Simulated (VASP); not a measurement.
An input for Quantum ESPRESSO's pw.x (written as the equivalent of a VASP run, and not itself run):

```
&CONTROL
  calculation = 'scf'
  pseudo_dir = './pseudo'
  outdir = './out'
  tprnfor = .true.
  tstress = .true.
/
&SYSTEM
  ibrav = 0
  nat = 2
  ntyp = 2
  ecutwfc = 74
  occupations = 'smearing'
  smearing = 'gaussian'
  degauss = 0.003675
  input_dft = 'pbesol'
/
&ELECTRONS
  conv_thr = 7.3e-09
  electron_maxstep = 100
/
ATOMIC_SPECIES
  K 39.098 K.upf
  Cl 35.450 Cl.upf
CELL_PARAMETERS angstrom
     0.0000000    3.1256002    3.1256002
     3.1256002   -0.0000000    3.1256002
     3.1256002    3.1256002   -0.0000000
ATOMIC_POSITIONS crystal
  K    0.0079985 -0.0079985  0.0079985
  Cl   0.5000000  0.5000000  0.5000000
K_POINTS automatic
  8 8 8 0 0 0
```

Question: Translate this input to VASP (INCAR, KPOINTS, POSCAR, choice of POTCAR).

Answer: This is not unique; one that fits is 
### INCAR
```
# general
SYSTEM=KCl
PREC  =Accurate
ENCUT =480   # plane-wave cut-off (eV)
LREAL =.FALSE.   # projection in real space or not
LASPH =.TRUE.

# electronic loop
EDIFF =1E-7
NELM  =100
ALGO  =Normal   # blocked Davidson

# smearing
ISMEAR=0   # Gaussian
SIGMA =0.05

# functional
GGA   =PS   # PBEsol

# ions
ISIF  =2

# output
LWAVE =.FALSE.
LCHARG=.FALSE.
```

### POSCAR
```
KCl
1
    0.0000000000     3.1256001620     3.1256001620
    3.1256001620    -0.0000000000     3.1256001620
    3.1256001620     3.1256001620    -0.0000000000
K Cl
1 1
Direct
  0.0079984639  -0.0079984639   0.0079984639
  0.5000000000   0.5000000000   0.5000000000
```

File KPOINTS:
```
Regular mesh
0
gamma
 8 8 8
```

POTCAR, in this order: K_sv Cl (PBE.64 set). Program: vasp_std.

What does not carry over: the potentials are each code's own (VASP's PAW set, PseudoDojo norm-conserving files in pw.x), so ENCUT and ecutwfc are chosen apart and not converted; conv_thr bounds pw.x's estimated SCF error, while EDIFF bounds the energy change between steps.

The compound is KCl in the rock salt structure. This cell was strained or had an atom moved on purpose.
